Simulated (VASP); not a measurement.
Energy against volume of SnTe (rock salt). Computed with rev-vdW-DF2, VASP's PBE PAW potentials (set 64) (plane waves; VASP). Run with 520 eV cut-off, 7×7×7 Γ-centred mesh, Gaussian smearing of 0.050 eV, potentials Sn_d Te.

| V (Å³/atom) | E (eV/atom) |
|---|---|
| 31.317 | -1.55088 |
| 32.286 | -1.55508 |
| 33.255 | -1.55154 |
| 34.223 | -1.54142 |

### Question
Fit these four points and predict the energy of the run at 30.349 Å³/atom.

### Answer
A cubic in V^(−2/3), the third-order Birch-Murnaghan form, passes through the four points with V0 = 32.30 Å³/atom and B0 = 42 GPa, and gives -1.5376 eV/atom there. The run gave -1.5376 eV/atom, +0.0 meV/atom from the fit; all five points give B0 = 42 GPa.

The compound is SnTe in the rock salt structure, which distorts at low temperature. It was relaxed first.
